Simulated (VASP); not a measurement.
A cell of AuZn (CsCl type) near equilibrium:

```xyz
2
Lattice="3.1831 0.0000 0.0000 0.0000 3.1831 0.0000 0.0000 0.0000 3.1831" Properties=species:S:1:pos:R:3 pbc="T T T"
Zn     1.5915     1.5915     1.5915
Au     0.0000     0.0000     0.0000
```

Calculation: PBE GGA, VASP's PBE PAW potentials (set 64) (plane waves; VASP 6.6.1).

```json
[
 {"run": "as it is", "ΔE (meV/atom)": "0.0", "σxx": "0.23", "σyy": "0.23", "σzz": "0.23", "largest shear component, with its sign (GPa)": "0.00", "largest force (eV/Å)": "0.000"},
 {"run": "after one change", "ΔE (meV/atom)": "59.6", "σxx": "14.40", "σyy": "14.40", "σzz": "14.40", "largest shear component, with its sign (GPa)": "0.00", "largest force (eV/Å)": "0.000"}
]
```
Stress is in GPa, positive when the cell is compressed.

### Question
What was changed between the two runs?
A) uniaxial strain of -1.0 % along x
B) uniaxial strain of +3.0 % along y
C) isotropic strain of -3.0 %
D) uniaxial strain of +1.0 % along z

### Answer
C, isotropic strain of -3.0 %

The compound is AuZn in the CsCl type structure. The electron count is odd and the run is not spin-polarised, which forces a metal.
